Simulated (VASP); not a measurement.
```yaml
crystal:
  lattice:
    - [1.92209, -3.32916, 0.00000]
    - [1.92209, 3.32916, 0.00000]
    - [0.00000, 0.00000, 8.07158]
  atoms:
    - { symbol: Zr, position: [0.00000, 0.00000, 0.00000] }
    - { symbol: Se, position: [0.33333, 0.66667, 0.19604] }
    - { symbol: Se, position: [0.66667, 0.33333, 0.80396] }
```

These are RPBE GGA, VASP's PBE PAW potentials (set 64) (plane waves; VASP 6.6.1) values and carry that method's errors. Settings: 520 eV cut-off, 6×6×3 Γ-centred mesh, Gaussian smearing of 0.050 eV, potentials Zr_sv Se.

Without a dispersion term in the relaxation, distances and binding between the weakly bound layers, chains or molecules are unreliable, and so is what depends on them.

Q: Estimate the energy per atom (σ→0).

A: 
The energy per atom (σ→0) comes out as -6.207 eV/atom.

The absolute energy has meaning only against runs of the same code, potentials and settings.

The compound is ZrSe2 in the 1T layered structure. It was relaxed first, which changed the volume by +37 %. The start is the result of an earlier pass.
